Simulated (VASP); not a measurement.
# PmO (R-3m) in VASP: settings compared, part 2 of 2

VASP 6.6.1.

**5. Single point, PBEsol+U, collinear spin, ferromagnetic start**

The input, INCAR:

```
SYSTEM = PmO
PREC = Accurate ; ENCUT = 520
EDIFF = 1E-6 ; ISMEAR = 0
SIGMA = 0.05 ; LREAL = .FALSE.
LASPH = .TRUE. ; NELM = 150
ALGO = Normal ; ISIF = 2
LWAVE = .FALSE. ; LCHARG = .FALSE.
ISPIN = 2 ; MAGMOM = 4 0
LORBIT = 11 ; NUPDOWN = 3
LMAXMIX = 6 ; LDAU = .TRUE.
LDAUTYPE = 2 ; LDAUL = 3 -1
LDAUU = 8 0 ; LDAUJ = 0 0
LDAUPRINT = 1 ; GGA = PS
NBANDS = 22
```

The input, KPOINTS:

```
Automatic mesh
0
G
  9 9 9
  0 0 0
```

The input, POSCAR:

```
PmO
1.0
    1.2114095000      0.6994076000      3.8651574800
   -1.2114095000      0.6994076000      3.8651574800
    0.0000000000     -1.3988152000      3.8651574800
Pm O
1 1
Direct
    0.5000000000      0.5000000000      0.5000000000
    0.0000000000      0.0000000000      0.0000000000
```

Potentials or basis: VASP PAW PBE potentials, release 64 (Pm, O).

Launch:

```
> cat potpaw_PBE.64/Pm/POTCAR potpaw_PBE.64/O/POTCAR > POTCAR
> mpirun -np 1 vasp_std > vasp.out
```

OUTCAR:

```text
SYSTEM = PmO
   PREC = Accurate
   ENCUT = 520
   EDIFF = 1E-6
   ISMEAR = 0
   LREAL = .FALSE.
   LASPH = .TRUE.
   NELM = 150
   ISIF = 2
   ISPIN = 2
   LORBIT = 11
   NUPDOWN = 3
   GGA = PS

 ion  position               nearest neighbor table
   1  0.500  0.500  0.500-   2 2.39   2 2.39   2 2.39   2 2.39   2 2.39   2 2.39
   2  0.000  0.000  0.000-   1 2.39   1 2.39   1 2.39   1 2.39   1 2.39   1 2.39

  LATTYP: Found a trigonal (rhomboedric) cell.
 ALAT       =     4.1104897899
 COS(alpha) =     0.8262900091

  Lattice vectors:

 A1 = (   1.2114095000,   0.6994076000,   3.8651574800)
 A2 = (  -1.2114095000,   0.6994076000,   3.8651574800)
 A3 = (   0.0000000000,  -1.3988152000,   3.8651574800)

Analysis of symmetry for initial positions (statically):
=====================================================================
 Subroutine PRICEL returns:
 Original cell was already a primitive cell.

 Routine SETGRP: Setting up the symmetry group for a
 trigonal (rhombohedral) supercell.

 Subroutine GETGRP returns: Found 12 space group operations
 (whereof 12 operations were pure point group operations)
 out of a pool of 12 trial point group operations.

The static configuration has the point symmetry D_3d.

Analysis of symmetry for dynamics (positions and initial velocities):
=====================================================================
[... 214 lines left out ...]
  o =  0.9870  v =  0.0000  0.0000 -0.5702  0.0000  0.0000 -0.8215  0.0000  0.0000  0.0000  0.0000  0.0000  0.0000  0.0000  0.0000      0.0000  0.0000  0.0000  0.0000  0.0000  0.0000  0.0000  0.0000  0.0000  0.0000  0.0000  0.0000  0.0000  0.0000
  o =  0.9870  v = -0.0000  0.8215  0.0000 -0.0000  0.5702  0.0000  0.0000  0.0000  0.0000  0.0000  0.0000  0.0000  0.0000  0.0000      0.0000  0.0000  0.0000  0.0000  0.0000  0.0000  0.0000  0.0000  0.0000  0.0000  0.0000  0.0000  0.0000  0.0000
  o =  0.9961  v =  0.0000 -0.0000  0.0000  0.0000 -0.0000  0.0000  1.0000  0.0000  0.0000  0.0000  0.0000  0.0000  0.0000  0.0000      0.0000  0.0000  0.0000  0.0000  0.0000  0.0000  0.0000  0.0000  0.0000  0.0000  0.0000  0.0000  0.0000  0.0000

 number of electron      21.0000001 magnetization       3.0000002

 Free energy of the ion-electron system (eV)
  ---------------------------------------------------
  ext. energy  EPLUGINS =         0.00000000
  ---------------------------------------------------
  free energy    TOTEN  =        -9.00659001 eV

  energy without entropy =       -9.00426398  energy(sigma->0) =       -9.00542699

 E-fermi :  14.5942     XC(G=0): -14.5411

 val. band max:       14.5901110714   @ k =  -0.3333   0.3333   0.0000
 cond. band min:      12.0112450508   @ k =   0.4444   0.3333   0.0000
 fundamental gap:     -2.5788660206
 Fermi energy:        12.0097978488

 spin component 1

 k-point     1 :       0.0000    0.0000    0.0000
  band No.  band energies     occupation
      1     -29.2331      1.00000
      2      -8.9228      1.00000
      3      -6.6563      1.00000
      4      -0.6567      1.00000
      5      -0.6567      1.00000
      6       6.8545      1.00000
[... 1193 lines left out ...]
     21      31.5269      0.00000
     22      33.7207      0.00000

 [... further k-points ...]
[... 5 lines left out ...]
  --------------------------------------------------------------------------------------
  -------------------------------------------------------------------------------------
  Total       27.0434699     27.0434699     -0.4320035      0.0000000      0.0000000      0.0000000
  in kB     2205.1250946   2205.1250888    -35.2255758      0.0000000      0.0000000      0.0000000
  external PRESSURE =    1458.3415359 kB  Pullay stress =       0.0000000 kB

 VOLUME and BASIS-vectors are now :
 -----------------------------------------------------------------------------
  energy-cutoff  :      520.00
  volume of cell :       19.65
      direct lattice vectors                 reciprocal lattice vectors
     1.211409500  0.699407600  3.865157480     0.412742347  0.238296905  0.086240557
    -1.211409500  0.699407600  3.865157480    -0.412742347  0.238296905  0.086240557
     0.000000000 -1.398815200  3.865157480     0.000000000 -0.476593811  0.086240557

 POSITION                                       TOTAL-FORCE (eV/Angst)
 -----------------------------------------------------------------------------------
      0.00000      0.00000      5.79774         0.000000      0.000000      0.000000
      0.00000      0.00000      0.00000        -0.000000      0.000000     -0.000000
 -----------------------------------------------------------------------------------
    total drift:                               -0.000000      0.000000      0.000000

  FREE ENERGIE OF THE ION-ELECTRON SYSTEM (eV)
  ---------------------------------------------------
  free  energy   TOTEN  =        -9.0065900057 eV

  energy  without entropy=       -9.0042639784  energy(sigma->0) =       -9.00542699

 total charge

# of ion       s       p       d       f       tot
--------------------------------------------------
    1        2.034   5.656   1.532   4.383  13.605
    2        1.586   3.401   0.000   0.000   4.987
--------------------------------------------------
tot          3.620   9.057   1.532   4.383  18.592

 magnetization (x)

# of ion       s       p       d       f       tot
--------------------------------------------------
    1       -0.013  -0.019  -0.233   3.707   3.443
    2       -0.016  -0.350   0.000   0.000  -0.366
--------------------------------------------------
tot         -0.029  -0.369  -0.233   3.707   3.077
```

stdout:

```text
POSCAR found type information on POSCAR PmO
 POSCAR found :  2 types and       2 ions
 scaLAPACK will be used
 -----------------------------------------------------------------------------
|                                                                             |
|                                                                             |
|     You enforced a specific xc type in the INCAR file but a different       |
|     I HOPE YOU KNOW WHAT YOU ARE DOING!                                     |
|                                                                             |
 -----------------------------------------------------------------------------

 LDA part: xc-table for (Slater+PW92), standard interpolation
 POSCAR, INCAR and KPOINTS ok, starting setup
 FFT: planning ... GRIDC
 FFT: planning ... GRID_SOFT
 FFT: planning ... GRID
 WAVECAR not read
 entering main loop
```

It took 11 min on 1 thread of Intel Xeon Platinum 8259CL at 2.50GHz (Skylake/Cascade Lake), shared host; peak memory 0.26 GiB.

What came out:

* Free energy: -9.0066 eV
* Pressure: 145.8 GPa
* Net moment: 3.00 μB per cell
* Site moments: Pm +3.44; O -0.37 μB
* Valence electrons inside the program's atomic spheres: Pm 13.61; O 4.99

Eigenvalues of the final occupation matrices:
```
    site  spin  trace                         eigenvalues
site 1 f     1   4.06  0.03 0.03 0.04 0.99 0.99 0.99 1.00
site 1 f     2   0.34  0.01 0.01 0.01 0.03 0.03 0.03 0.22
```

Caveat: the magnetic or orbital state may not be the lowest; a pressure of tens of GPa on the cell as given is suspect, and the run, the potentials or the cell itself is likely at fault; the PAW data sets were made with another functional, which shifts forces and pressure a little; spin-orbit coupling is left out, which moves the levels of the heavy elements; the total moment is fixed, so each spin has its own Fermi level. The state reached can hang on the start; a lower one may exist.

**6. The runs side by side**

| level | spin | U | fixed moment (μB) | gap on the mesh (eV) | pressure (GPa) | moment (μB) |
| --- | --- | --- | --- | --- | --- | --- |
| r2SCAN+U | collinear, random start | Pm f U = 5 eV | - | none | 151.9 | 4.36 |
| PBEsol+U | collinear, ferromagnetic start | Pm f U = 8 eV | - | none | 142.3 | 4.35 |
| PBEsol+U | collinear, random start | Pm f U = 8 eV | - | none | 142.5 | 4.35 |
| PBEsol+U | collinear, ferromagnetic start | Pm f U = 8 eV | 3 | - | 145.8 | 3.00 |

Alike in all rows: task single point; potentials or basis VASP PAW PBE potentials, release 64 (Pm, O); cell as given; k mesh 9 × 9 × 9; cutoff (eV) 520; smearing gaussian 0.05 eV.

Every run on the cell as given and a fine mesh finds a metal. The pressure there spans 142.3 GPa (PBEsol+U) to 151.9 GPa (r2SCAN+U); a positive pressure means that this level wants a larger cell, a negative one a smaller.

Caveats: the magnetic or orbital state may not be the lowest; a pressure of tens of GPa on the cell as given is suspect, and the run, the potentials or the cell itself is likely at fault; the PAW data sets were made with another functional, which shifts forces and pressure a little; spin-orbit coupling is left out, which moves the levels of the heavy elements; the total moment is fixed, so each spin has its own Fermi level (some runs).

Absolute energies hang on the potentials; compare differences alone.
